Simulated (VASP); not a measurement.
OSZICAR of a VASP run on GdN (rock salt):

File OSZICAR:
```
       N       E                     dE             d eps       ncg     rms          rms(c)
DAV:   1     0.463965362758E+02    0.46397E+02   -0.68413E+03  1848   0.118E+03
DAV:   2    -0.156489858510E+02   -0.62046E+02   -0.57639E+02  2588   0.240E+02
DAV:   3    -0.184427620276E+02   -0.27938E+01   -0.26373E+01  2396   0.420E+01
DAV:   4    -0.184810428110E+02   -0.38281E-01   -0.37855E-01  2332   0.439E+00
DAV:   5    -0.184817727398E+02   -0.72993E-03   -0.72972E-03  2521   0.488E-01    0.282E+01
DAV:   6    -0.163420103944E+02    0.21398E+01   -0.18945E+01  2145   0.268E+01    0.256E+01
DAV:   7    -0.161568787750E+02    0.18513E+00   -0.14172E+00  2134   0.794E+00    0.175E+01
DAV:   8    -0.161598547424E+02   -0.29760E-02   -0.11829E-01  2060   0.359E+00    0.564E+00
DAV:   9    -0.161553481801E+02    0.45066E-02   -0.16374E-02  2297   0.986E-01    0.459E-01
DAV:  10    -0.161555549974E+02   -0.20682E-03   -0.52637E-04  2454   0.222E-01    0.300E-01
DAV:  11    -0.161555512115E+02    0.37858E-05   -0.53103E-05  2353   0.625E-02    0.221E-02
DAV:  12    -0.161555515052E+02   -0.29369E-06   -0.30362E-06  2263   0.189E-02    0.552E-03
DAV:  13    -0.161555515836E+02   -0.78347E-07   -0.36426E-07  2283   0.463E-03
   1 F= -.16858612E+02 E0= -.16858613E+02  d E =0.347261E-05
```

### Question
Which electronic solver shows in the log?

### Answer
It is blocked Davidson (ALGO = Normal, or the opening steps of other solvers). The INCAR had ALGO = Normal.

### Question
Can the final energy be trusted as converged?

### Answer
The run converged. It stopped with EDIFF = 1E-7, NELM = 100 (PBE GGA with D4 dispersion, plane waves, VASP's PBE PAW potentials (set 64)). The 4f electrons are frozen in the core of the lanthanide potential, so 4f levels, which can set the real gap, and their magnetism are missing.

The compound is GdN in the rock salt structure. It was relaxed first.
